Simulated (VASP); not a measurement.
**Al2InN3: relaxation of cell and atoms with PBE**

The system is Al2InN3.

```
CELL_PARAMETERS angstrom
5.51580 0.00000 0.00000
-2.75790 4.77682 0.00000
0.00000 0.00000 3.15638
ATOMIC_POSITIONS crystal
Al 0.33333 0.66667 0.00000
Al 0.66667 0.33333 0.00000
In 0.00000 0.00000 0.00000
N 0.50000 0.00000 0.50000
N 0.50000 0.50000 0.50000
N 0.00000 0.50000 0.50000
```

The cell was built by a generator and needn't be a form met in nature.

```json
{"Program": "VASP 6.6.1", "Task": "relaxation of cell and atoms", "Functional": "PBE", "Potentials or basis": "VASP PAW PBE potentials, release 64 (Al, In_d, N)", "Cutoff": "520 eV", "k mesh": "3 × 3 × 4", "Occupations": "gaussian, width 0.15 eV", "Spin": "no spin polarisation", "Further INCAR settings": "PREC = Normal; ALGO = Fast; EDIFF = 0.0001; IBRION = 2; EDIFFG = -0.08; NSW = 24; ISIF = 3"}
```

```yaml
Relaxed_volume: 11.24 Å³/atom
Relaxed_cell: a = 5.340 Å, b = 5.340 Å, c = 2.731 Å, α = 90.00°, β = 90.00°, γ = 120.00°
Space_group_after_relaxing_to_0.05_Å: P6/mmm (No. 191)
Energy_gained_by_relaxing: 324.8 meV/atom
Ionic_steps: 4
Pressure_after_relaxing: 0.3 GPa
Band_gap_on_the_k_mesh: none (metal or under the smearing width)
```

Stress tensor (GPa, compression positive):
```
 0.51  0.00  0.00
 0.00  0.51  0.00
 0.00  0.00 -0.05
```

Step by step:
```tsv
step	energy change (eV)	largest force (eV/Å)	pressure (GPa)	volume (Å³)
1	0.0000	0.0000	-21.39	83.16
2	-1.6851	0.0000	16.11	62.32
3	-1.9459	0.0000	1.68	66.83
4	-1.9489	0.0000	0.32	67.44
```

Final structure:
```xyz
6
Lattice="5.3399 0.0000 0.0000 -2.6700 4.6245 0.0000 0.0000 0.0000 2.7309" Properties=species:S:1:pos:R:3 pbc="T T T"
Al    0.0000    3.0830    0.0000
Al    2.6700    1.5415    0.0000
In    0.0000    0.0000    0.0000
N     2.6700    0.0000    1.3655
N     1.3350    2.3122    1.3655
N    -1.3350    2.3122    1.3655
```

Levels at points of the mesh, in eV from the Fermi level:
| k point | band 15 | band 16 | band 17 | band 18 | band 19 | band 20 |
| --- | --- | --- | --- | --- | --- | --- |
| (0.00, 0.00, 0.00) | -0.48 | -0.01 | -0.01 | 0.15 | 5.20 | 5.93 |
| (0.00, 0.00, 0.50) | -0.03 | 0.42 | 0.42 | 0.91 | 1.11 | 1.96 |

Wall time 32 s on 1 thread of Intel(R) Xeon(R) Platinum 8259CL CPU @ 2.50GHz (Skylake/Cascade Lake), with other jobs on the host, peak memory 0.16 GiB.

Caveat: the k mesh is coarse (spacing up to 0.50 Å⁻¹), so the values aren't converged; the volume moved by over 15 % at a fixed basis, so the end points are rough; the relaxation stopped at a loose force limit of 0.08 eV/Å, so its end isn't a converged minimum.
